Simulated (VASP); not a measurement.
Method: r2SCAN meta-GGA, VASP's PBE PAW potentials (set 64) (plane waves; VASP).

Input for VASP

POSCAR:
```
C
1.0
  0.0000000000   1.7835000000   1.7835000000
  1.7835000000   0.0000000000   1.7835000000
  1.7835000000   1.7835000000   0.0000000000
C
2
Direct
  0.0000000000   0.0000000000   0.0000000000
  0.2500000000   0.2500000000   0.2500000000
```

**KPOINTS**
```
Automatic mesh
0
Gamma
  11 11 11
0 0 0
```

INCAR:
```
# general
SYSTEM =C
PREC   =Accurate
ENCUT  =520
LREAL  =.FALSE.
LASPH  =.TRUE.

# electronic loop
EDIFF  =1E-6
NELM   =100
ALGO   =Normal
LMIXTAU=.TRUE.

# smearing
ISMEAR =0
SIGMA  =0.05

# functional
METAGGA=R2SCAN

# ions
IBRION =2
NSW    =60
ISIF   =3
EDIFFG =-0.01

# output
LWAVE  =.FALSE.
LCHARG =.FALSE.
```

POTCAR, in this order: C (PBE.64 set). Program: vasp_std.

The run wrote:

### OUTCAR
```
 ion  position               nearest neighbor table
   1  0.000  0.000  0.000-   2 1.54   2 1.54   2 1.54   2 1.54
   2  0.250  0.250  0.250-   1 1.54   1 1.54   1 1.54   1 1.54
  LATTYP: Found a face centered cubic cell.
 ALAT       =     3.5670000000
 Subroutine PRICEL returns:
 Original cell was already a primitive cell.
 Subroutine GETGRP returns: Found 48 space group operations
The static configuration has the point symmetry T_d .
 The point group associated with its full space group is O_h .
The dynamic configuration has the point symmetry T_d .
 Subroutine INISYM returns: Found 48 space group operations
 Subroutine IBZKPT returns following result:
 Found     56 irreducible k-points:

 Following reciprocal coordinates:
            Coordinates               Weight
  0.000000  0.000000  0.000000      1.000000
  0.090909  0.000000  0.000000      8.000000
  0.181818  0.000000  0.000000      8.000000
  0.272727  0.000000  0.000000      8.000000
  0.363636  0.000000  0.000000      8.000000
  0.454545  0.000000  0.000000      8.000000
  0.090909  0.090909  0.000000      6.000000
  0.181818  0.090909  0.000000     24.000000
  0.272727  0.090909  0.000000     24.000000
  0.363636  0.090909  0.000000     24.000000
  0.454545  0.090909  0.000000     24.000000
 -0.454545  0.090909  0.000000     24.000000
 -0.363636  0.090909  0.000000     24.000000
 -0.272727  0.090909  0.000000     24.000000
 -0.181818  0.090909  0.000000     24.000000
 -0.090909  0.090909  0.000000     12.000000
  0.181818  0.181818  0.000000      6.000000
  0.272727  0.181818  0.000000     24.000000
  0.363636  0.181818  0.000000     24.000000
  0.454545  0.181818  0.000000     24.000000
 -0.454545  0.181818  0.000000     24.000000
 -0.363636  0.181818  0.000000     24.000000
 -0.272727  0.181818  0.000000     24.000000
 -0.181818  0.181818  0.000000     12.000000
  0.272727  0.272727  0.000000      6.000000
  0.363636  0.272727  0.000000     24.000000
  0.454545  0.272727  0.000000     24.000000
 -0.454545  0.272727  0.000000     24.000000
 -0.363636  0.272727  0.000000     24.000000
 -0.272727  0.272727  0.000000     12.000000
  0.363636  0.363636  0.000000      6.000000
  0.454545  0.363636  0.000000     24.000000
 -0.454545  0.363636  0.000000     24.000000
 -0.363636  0.363636  0.000000     12.000000
  0.454545  0.454545  0.000000      6.000000
 -0.454545  0.454545  0.000000     12.000000
  0.272727  0.181818  0.090909     24.000000
  0.363636  0.181818  0.090909     48.000000
  0.454545  0.181818  0.090909     48.000000
 -0.454545  0.181818  0.090909     48.000000
   k-points           NKPTS =     56   k-points in BZ     NKDIM =     56   number of bands    NBANDS=      8
   number of dos      NEDOS =    301   number of ions     NIONS =      2
   total plane-waves  NPLWV =   8000
   dimension x,y,z NGX =    20 NGY =   20 NGZ =   20
   dimension x,y,z NGXF=    40 NGYF=   40 NGZF=   40
   ions per type =               2
   PREC   = accura    normal or accurate (medium, high low for compatibility)
   ISTART =      0    job   : 0-new  1-cont  2-samecut
   ICHARG =      2    charge: 1-file 2-atom 10-const
   ISPIN  =      1    spin polarized calculation?
   LNONCOLLINEAR =      F non collinear calculations
   LSORBIT =      F    spin-orbit coupling
   INIWAV =      1    electr: 0-lowe 1-rand  2-diag
   ENCUT  =  520.0 eV  38.22 Ry    6.18 a.u.   4.69  4.69  4.69*2*pi/ulx,y,z
   NELM   =    100;   NELMIN=  2; NELMDL= -5     # of ELM steps
   EDIFF  = 0.1E-05   stopping-criterion for ELM
   LREAL  =      F    real-space projection
   NLSPLINE    = F    spline interpolate recip. space projectors
...
```

OSZICAR:
```
       N       E                     dE             d eps       ncg     rms          rms(c)
DAV:   1    -0.552327470479E+01   -0.55233E+01   -0.51095E+03   936   0.101E+03
DAV:   2    -0.218538005195E+02   -0.16331E+02   -0.15971E+02  1432   0.111E+02
DAV:   3    -0.219449695071E+02   -0.91169E-01   -0.91169E-01   928   0.107E+01
DAV:   4    -0.219451057696E+02   -0.13626E-03   -0.13626E-03  1304   0.424E-01
DAV:   5    -0.219451058285E+02   -0.58879E-07   -0.58879E-07   952   0.529E-03    0.512E+00
DAV:   6    -0.194515332650E+02    0.24936E+01   -0.33228E-01  1088   0.631E+00    0.423E+00
DAV:   7    -0.223350079499E+02   -0.28835E+01   -0.13710E+00  1064   0.887E+00    0.102E+00
DAV:   8    -0.194877664523E+02    0.28472E+01   -0.41350E-01   992   0.568E+00    0.109E+00
DAV:   9    -0.196448679068E+02   -0.15710E+00   -0.26234E-02   992   0.213E+00    0.175E-01
DAV:  10    -0.196554219484E+02   -0.10554E-01   -0.74564E-03  1144   0.993E-01    0.168E-01
DAV:  11    -0.196547738633E+02    0.64809E-03   -0.11958E-04   920   0.123E-01    0.141E-01
DAV:  12    -0.196572053728E+02   -0.24315E-02   -0.54628E-04   896   0.303E-01    0.225E-02
DAV:  13    -0.196572425458E+02   -0.37173E-04   -0.11554E-05  1272   0.467E-02    0.165E-02
DAV:  14    -0.196572443250E+02   -0.17792E-05   -0.10871E-06   816   0.123E-02    0.232E-02
DAV:  15    -0.196572437505E+02    0.57453E-06   -0.11384E-06   936   0.119E-02
   1 F= -.19657244E+02 E0= -.19657244E+02  d E =-.196572E+02
       N       E                     dE             d eps       ncg     rms          rms(c)
DAV:   1    -0.196570545264E+02    0.18980E-03   -0.15289E-02  1072   0.129E+00    0.989E-02
DAV:   2    -0.196571000414E+02   -0.45515E-04   -0.33941E-04   920   0.191E-01    0.614E-02
DAV:   3    -0.196569428541E+02    0.15719E-03   -0.12755E-04  1016   0.151E-01    0.870E-03
DAV:   4    -0.196571326516E+02   -0.18980E-03   -0.93238E-05   896   0.105E-01    0.265E-03
DAV:   5    -0.196571354004E+02   -0.27488E-05   -0.29782E-06   944   0.170E-02    0.718E-04
DAV:   6    -0.196571367899E+02   -0.13895E-05   -0.70997E-07   672   0.114E-02    0.845E-04
DAV:   7    -0.196571370745E+02   -0.28456E-06   -0.21875E-07   448   0.588E-03
   2 F= -.19657137E+02 E0= -.19657137E+02  d E =0.106676E-03
       N       E                     dE             d eps       ncg     rms          rms(c)
DAV:   1    -0.196573841197E+02   -0.24733E-03   -0.48670E-03  1064   0.724E-01    0.556E-02
DAV:   2    -0.196573992200E+02   -0.15100E-04   -0.11034E-04   920   0.108E-01    0.346E-02
DAV:   3    -0.196573487284E+02    0.50492E-04   -0.40872E-05  1024   0.852E-02    0.495E-03
DAV:   4    -0.196574066875E+02   -0.57959E-04   -0.30008E-05   896   0.590E-02    0.150E-03
DAV:   5    -0.196574081940E+02   -0.15065E-05   -0.97879E-07   560   0.988E-03    0.358E-04
DAV:   6    -0.196574079936E+02    0.20041E-06   -0.21357E-07   448   0.625E-03
   3 F= -.19657408E+02 E0= -.19657408E+02  d E =-.164243E-03
```

### OUTCAR
```
------------------------ aborting loop because EDIFF is reached ----------------------------------------
  FORCE on cell =-STRESS in cart. coord.  units (eV):
  Direction    XX          YY          ZZ          XY          YZ          ZX
  --------------------------------------------------------------------------------------
  Total       -0.0013537     -0.0013537     -0.0013537     -0.0000000      0.0000000      0.0000000
  in kB       -0.1917644     -0.1917644     -0.1917644     -0.0000000      0.0000000      0.0000000
  external PRESSURE =      -0.1917644 kB  Pullay stress =       0.0000000 kB
  volume of cell :       11.31
      direct lattice vectors                 reciprocal lattice vectors
    -0.000000000  1.781593535  1.781593535    -0.280647628  0.280647628  0.280647628
     1.781593535 -0.000000000  1.781593535     0.280647628 -0.280647628  0.280647628
     1.781593535  1.781593535  0.000000000     0.280647628  0.280647628 -0.280647628
 POSITION                                       TOTAL-FORCE (eV/Angst)
 -----------------------------------------------------------------------------------
      0.00000      0.00000      0.00000         0.000000      0.000000      0.000000
      0.89080      0.89080      0.89080        -0.000000     -0.000000     -0.000000
 -----------------------------------------------------------------------------------
    total drift:                                0.000000      0.000000      0.000000
  FREE ENERGIE OF THE ION-ELECTRON SYSTEM (eV)
  ---------------------------------------------------
  free  energy   TOTEN  =       -19.6574079936 eV

  energy  without entropy=      -19.6574079936  energy(sigma->0) =      -19.65740799

 reached required accuracy - stopping structural energy minimisation
```
(Selected blocks of OUTCAR.)

CONTCAR:
```
C
   1.00000000000000
    -0.0000000000000000    1.7815935352011247    1.7815935352011247
     1.7815935352011247   -0.0000000000000000    1.7815935352011247
     1.7815935352011247    1.7815935352011247    0.0000000000000000
  C
     2
Direct
     0.0000000000000000    0.0000000000000000    0.0000000000000000
     0.2500000000000000    0.2500000000000000    0.2500000000000000
```

The compound is C in the diamond structure. This run relaxes it. Symmetry was kept, so distortions that lower it aren't found.
